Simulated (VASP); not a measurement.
Method: PBE GGA with D4 dispersion, VASP's PBE PAW potentials (set 64) (plane waves; VASP).

Input for VASP

**POSCAR**
```
SiO2
4.2009290
  1.0000000432   0.0000000000   0.0000000000
  0.0000000000   1.0000000432   0.0000000000
  0.0000000000   0.0000000000   0.6395584870
Si O
2 4
Cart
  0.0000000000   0.0000000000   0.0000000000
  0.5000000216   0.5000000216   0.3197792435
  0.3060559767   0.3060559767   0.0000000000
  0.8060559983   0.1939440449   0.3197792435
  0.1939440449   0.8060559983   0.3197792435
  0.6939440665   0.6939440665   0.0000000000
```

### KPOINTS
```
k-points along high-symmetry lines
10
Line-mode
Reciprocal
  0.000000   0.000000   0.000000 ! GAMMA
  0.000000   0.500000   0.000000 ! X

  0.000000   0.500000   0.000000 ! X
  0.500000   0.500000   0.000000 ! M

  0.500000   0.500000   0.000000 ! M
  0.000000   0.000000   0.000000 ! GAMMA

  0.000000   0.000000   0.000000 ! GAMMA
  0.000000   0.000000   0.500000 ! Z

  0.000000   0.000000   0.500000 ! Z
  0.000000   0.500000   0.500000 ! R

  0.000000   0.500000   0.500000 ! R
  0.500000   0.500000   0.500000 ! A

  0.500000   0.500000   0.500000 ! A
  0.000000   0.000000   0.500000 ! Z

  0.000000   0.500000   0.000000 ! X
  0.000000   0.500000   0.500000 ! R

  0.500000   0.500000   0.000000 ! M
  0.500000   0.500000   0.500000 ! A
```

**INCAR**
```
# general
SYSTEM  =  SiO2
PREC    =  Accurate
ENCUT   =  520
LREAL   =  F   # projection in real space or not
LASPH   =  T
ICHARG  =  11   # fixed density

# electronic loop
EDIFF   =  1E-7   # SCF stop (eV)
NELM    =  100
ALGO    =  Normal

# smearing
ISMEAR  =  0   # Gaussian
SIGMA   =  0.05

# functional
GGA     =  PE
IVDW    =  13   # D4

# output
LWAVE   =  F
LCHARG  =  F
LORBIT  =  11
```

POTCAR, in this order: Si O (PBE.64 set). Program: vasp_std. Read from the step before: CHGCAR.

The resulting files:

### OUTCAR
```
 ion  position               nearest neighbor table
   1  0.000  0.000  0.000-   4 1.77   5 1.77   4 1.77   5 1.77   3 1.82   6 1.82
   2  0.500  0.500  0.500-   3 1.77   6 1.77   3 1.77   6 1.77   5 1.82   4 1.82
   3  0.306  0.306  0.000-   2 1.77   2 1.77   1 1.82
   4  0.806  0.194  0.500-   1 1.77   1 1.77   2 1.82
   5  0.194  0.806  0.500-   1 1.77   1 1.77   2 1.82
   6  0.694  0.694  0.000-   2 1.77   2 1.77   1 1.82
  LATTYP: Found a simple tetragonal cell.
 ALAT       =     4.2009291816
 C/A-ratio  =     0.6395584594
 Subroutine PRICEL returns:
 Original cell was already a primitive cell.
 Subroutine GETGRP returns: Found 16 space group operations
The static configuration has the point symmetry D_2h.
 The point group associated with its full space group is D_4h.
The dynamic configuration has the point symmetry D_2h.
 Subroutine INISYM returns: Found 16 space group operations
   k-points           NKPTS =     90   k-points in BZ     NKDIM =     90   number of bands    NBANDS=     20
   number of dos      NEDOS =    301   number of ions     NIONS =      6
   total plane-waves  NPLWV =  20480
   dimension x,y,z NGX =    32 NGY =   32 NGZ =   20
   dimension x,y,z NGXF=    64 NGYF=   64 NGZF=   40
   ions per type =               2   4
   PREC   = accura    normal or accurate (medium, high low for compatibility)
   ISTART =      0    job   : 0-new  1-cont  2-samecut
   ICHARG =     11    charge: 1-file 2-atom 10-const
   ISPIN  =      1    spin polarized calculation?
   LNONCOLLINEAR =      F non collinear calculations
   LSORBIT =      F    spin-orbit coupling
   INIWAV =      1    electr: 0-lowe 1-rand  2-diag
   ENCUT  =  520.0 eV  38.22 Ry    6.18 a.u.   7.81  7.81  5.00*2*pi/ulx,y,z
   NELM   =    100;   NELMIN=  2; NELMDL= -5     # of ELM steps
   EDIFF  = 0.1E-06   stopping-criterion for ELM
   LREAL  =      F    real-space projection
   NLSPLINE    = F    spline interpolate recip. space projectors
   LMAXMIX     =    2 max onsite mixed and CHGCAR
   VOSKOWN=      0    Vosko Wilk Nusair interpolation
   EDIFFG = 0.1E-05   stopping-criterion for IOM
   NSW    =      0    number of steps for IOM
   NBLOCK =      1;   KBLOCK =      1    inner block; outer block
   IBRION =     -1    ionic relax: 0-MD 1-quasi-New 2-CG
   NFREE  =      0    steps in history (QN), initial steepest desc. (CG)
   ISIF   =      2    stress and relaxation
   ISYM   =      2    0-nonsym 1-usesym 2-fastsym
   TEIN   =    0.0    initial temperature
   TEBEG  =    0.0;   TEEND  =   0.0 temperature during run
   SMASS  =  -3.00    Nose mass-parameter (am)
   PSTRESS=    0.0 pullay stress
   NELECT =      32.0000    total number of electrons
   EFERMI =   0.00;   METHOD = LEGACY
   ISMEAR =     0;   SIGMA  =   0.05  broadening in eV -4-tet -1-fermi 0-gaus
   IALGO  =     38    algorithm
   LDIAG  =      T    sub-space diagonalisation (order eigenvalues)
   IMIX   =      4    mixing-type and parameters
     AMIX     =   0.40;   BMIX     =  1.00
     AMIX_MAG =   1.60;   BMIX_MAG =  1.00
     AMIN     =   0.10
   GGA     = PE    functional components
   VOSKOWN =     0    Vosko Wilk Nusair interpolation
   LHFCALC =     F    Hartree Fock is set to
   LHFONE  =     F    Hartree Fock one center treatment
   AEXX    =    0.0000 exact exchange contribution
   IVDW    =    13    specifies the selected vdW correction
   LEPSILON=     F    determine dielectric tensor
   LRPA    =     F    only Hartree local field effects (RPA)
  energy-cutoff  :      520.00
  volume of cell :       47.42
      direct lattice vectors                 reciprocal lattice vectors
     4.200929182  0.000000000  0.000000000     0.238042575  0.000000000  0.000000000
     0.000000000  4.200929182  0.000000000     0.000000000  0.238042575  0.000000000
     0.000000000  0.000000000  2.686739795     0.000000000  0.000000000  0.372198306
 k-point     1 :   0.0000 0.0000 0.0000  plane waves:    1265
 k-point     2 :   0.0000 0.0556 0.0000  plane waves:    1257
 k-point     3 :   0.0000 0.1111 0.0000  plane waves:    1261
 k-point     4 :   0.0000 0.1667 0.0000  plane waves:    1255
...
```

**OSZICAR**
```
       N       E                     dE             d eps       ncg     rms          rms(c)
DAV:   1     0.160662540589E+03    0.16066E+03   -0.17931E+04  3624   0.154E+03
DAV:   2    -0.387860661483E+02   -0.19945E+03   -0.19171E+03  4952   0.312E+02
DAV:   3    -0.456726137119E+02   -0.68865E+01   -0.68556E+01  4316   0.612E+01
DAV:   4    -0.457351804001E+02   -0.62567E-01   -0.62431E-01  4288   0.654E+00
DAV:   5    -0.457360571788E+02   -0.87678E-03   -0.87664E-03  4164   0.710E-01
DAV:   6    -0.457360789003E+02   -0.21722E-04   -0.21721E-04  4288   0.953E-02
DAV:   7    -0.457360795482E+02   -0.64786E-06   -0.64782E-06  4140   0.146E-02
DAV:   8    -0.457360795740E+02   -0.25777E-07   -0.25767E-07  3248   0.236E-03
   1 F= -.47338307E+02 E0= -.47338307E+02  d E =-.476238E-11
```

OUTCAR:
```
 val. band max:        7.9987668263   @ k =   0.0000   0.0000   0.0000

 cond. band min:      13.2752868209   @ k =   0.0000   0.0000   0.0000



 k-point     1 :       0.0000    0.0000    0.0000
  band No.  band energies     occupation
      1     -14.3948      2.00000
      2     -10.8477      2.00000
      3     -10.8477      2.00000
      4     -10.6177      2.00000
      5      -2.7797      2.00000
      6       1.6683      2.00000
      7       1.6683      2.00000
      8       1.9014      2.00000
      9       2.6497      2.00000
     10       2.9807      2.00000
     11       4.8989      2.00000
     12       4.8989      2.00000
     13       5.4865      2.00000
     14       7.1324      2.00000
     15       7.1324      2.00000
     16       7.9988      2.00000
     17      13.2753      0.00000
     18      14.5981      0.00000
     19      16.3230      0.00000
     20      16.3230      0.00000

 k-point     2 :       0.0000    0.0556    0.0000
  band No.  band energies     occupation
      1     -14.3788      2.00000
      2     -10.9856      2.00000
      3     -10.8396      2.00000
      4     -10.5142      2.00000
      5      -2.7566      2.00000
      6       1.5527      2.00000
      7       1.6553      2.00000
      8       1.9789      2.00000
      9       2.6619      2.00000
     10       3.0781      2.00000
     11       4.8644      2.00000
     12       4.9059      2.00000
     13       5.4967      2.00000
     14       7.0609      2.00000
     15       7.1269      2.00000
     16       7.9745      2.00000
     17      13.3307      0.00000
     18      14.6251      0.00000
     19      16.3270      0.00000
     20      16.3324      0.00000

 k-point     3 :       0.0000    0.1111    0.0000
  band No.  band energies     occupation
      1     -14.3312      2.00000
      2     -11.2230      2.00000
      3     -10.8155      2.00000
      4     -10.3789      2.00000
      5      -2.6886      2.00000
      6       1.2766      2.00000
...
```

The density is held fixed in this step, so its total energy and stress have no physical meaning.

The compound is SiO2 in the rutile structure, stishovite, a high-pressure form. It was relaxed first.
